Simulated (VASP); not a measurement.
Crystal: Cd2CuO3.

```
CELL_PARAMETERS angstrom
4.21227 0.00000 0.00000
-2.10613 3.64793 0.00000
0.00000 0.00000 6.99152
ATOMIC_POSITIONS crystal
Cd 0.33333 0.66667 0.00000
Cd 0.66667 0.33333 0.00000
Cu 0.00000 0.00000 0.50000
O 0.50000 0.00000 0.50000
O 0.00000 0.50000 0.50000
O 0.50000 0.50000 0.50000
```

The cell was built by a generator and needn't be a form met in nature.

* Program: VASP 6.6.1
* Task: relaxation of cell and atoms
* Functional: PBE
* Potentials or basis: VASP PAW PBE potentials, release 64 (Cd, Cu, O)
* Cutoff: 520 eV
* k mesh: 4 × 4 × 2
* Occupations: gaussian, width 0.15 eV
* Spin: no spin polarisation

At the start: pressure 5.7 GPa; volume 17.91 Å³/atom.

**Question.** How do energy, volume and symmetry change on relaxing?

**Answer.** Over 21 steps the energy falls by 845.3 meV/atom and the volume is 13.43 Å³/atom (-25.0 %); space group P6/mmm (No. 191, to 0.05 Å).

Step by step:
```
step  energy change (eV)  largest force (eV/Å)  pressure (GPa)  volume (Å³)
   1              0.0000                0.0000            5.73       107.43
   2             -0.3850                0.0000           -4.41       117.42
   3             -0.3936                0.0000           -2.86       115.84
   4             -0.5718                0.0000           -2.39       111.85
   5             -1.1130                0.0000           -1.85        99.67
   6             54.4131                0.0000           23.85        74.32
   7              6.9191                0.0000           25.31        74.12
   8             -2.3466                0.0000           16.55        73.53
   9             -2.9694                0.0000           18.12        72.31
  10             -3.0942                0.0000           24.31        69.78
  11             -3.1059                0.0000           28.20        68.67
  12             -3.0558                0.0000           36.77        66.40
  13             -3.1059                0.0000           32.00        67.71
  14             -3.2626                0.0000           29.63        68.16
  15             -3.6928                0.0000           24.42        69.50
  16             -4.3584                0.0000           18.61        72.13
  17             -4.9776                0.0000            7.97        77.14
  18             -4.9971                0.0000            4.82        78.48
  19             -4.9984                0.0000            5.27        78.29
  20             -5.0294                0.0000            4.54        78.87
  21             -5.0717                0.0000            0.50        80.60
```

Final structure:
```xyz
6
Lattice="5.2305 0.0000 0.0000 -2.6152 4.5297 0.0000 0.0000 0.0000 3.4019" Properties=species:S:1:pos:R:3 pbc="T T T"
Cd    0.0000    3.0198    0.0000
Cd    2.6152    1.5099    0.0000
Cu    0.0000    0.0000    1.7010
O     2.6152    0.0000    1.7010
O    -1.3076    2.2649    1.7010
O     1.3076    2.2649    1.7010
```

Caveat: the k mesh is coarse (spacing up to 0.45 Å⁻¹), so the values aren't converged; the volume moved by over 15 % at a fixed basis, so the end points are rough; an odd number of electrons without spin polarisation forces a metal; a magnetic or distorted state may lie lower; the run has no spin polarisation, though such a crystal can be magnetic; the relaxation stopped at a loose force limit of 0.08 eV/Å, so its end isn't a converged minimum.
